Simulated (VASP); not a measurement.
The input files of a VASP run:

File KPOINTS:
```
Automatic mesh
0
Gamma
16 16 16
0 0 0
```

File POSCAR:
```
W
1
   -1.5817529862     1.5817529862     1.5817529862
    1.5817529862    -1.5817529862     1.5817529862
    1.5817529862     1.5817529862    -1.5817529862
W
1
Direct
  0.0000000000   0.0000000000   0.0000000000
```

**INCAR**
```
! general
SYSTEM =W
PREC   =Accurate
ENCUT  =520   ! plane-wave cut-off (eV)
LREAL  =.FALSE.   ! projection in real space or not
LASPH  =.TRUE.   ! aspherical one-centre terms

! electronic loop
EDIFF  =1E-7   ! SCF stop (eV)
NELM   =100   ! most electronic steps
ALGO   =Normal
LMAXMIX=6   ! l cut-off of mixed one-centre charges

! smearing
ISMEAR =1   ! Methfessel-Paxton
SIGMA  =0.1   ! width (eV)

! functional
GGA    =PE
IVDW   =13   ! D4

! ions
ISIF   =2   ! forces and stress, cell fixed

! output
LWAVE  =.FALSE.
LCHARG =.FALSE.
```

POTCAR, in this order: W_sv (PBE.64 set). Program: vasp_std.

Task: Write an equivalent input for Ansatz.

Result: One equivalent input (not run):
Ansatz 0.2 input:
```yaml
crystal:
  lattice:
    - [-1.5817530, 1.5817530, 1.5817530]
    - [1.5817530, -1.5817530, 1.5817530]
    - [1.5817530, 1.5817530, -1.5817530]
  atoms:
    - { symbol: W, position: [0.0000000, 0.0000000, 0.0000000] }
kpoints:
  mp_grid: { grid: [16, 16, 16] }
hamiltonian:
  xc: pbe
  dispersion: d4
  pseudopotentials: { kind: paw }
scf:
  occupations: { method: methfessel_paxton, width: 0.1 }
  max_iter: 100
output: { forces: true, stress: true, eigenvalues: true }
```
Limits of the translation: each code has its own PAW files, so the cut-off isn't converted (ENCUT is set for VASP's; basis.ecutwfc is left out, and Ansatz then takes the one that its files recommend); Ansatz stops its SCF on the density residual and VASP on the energy change (EDIFF).

The compound is W in the bcc structure. It was relaxed first.
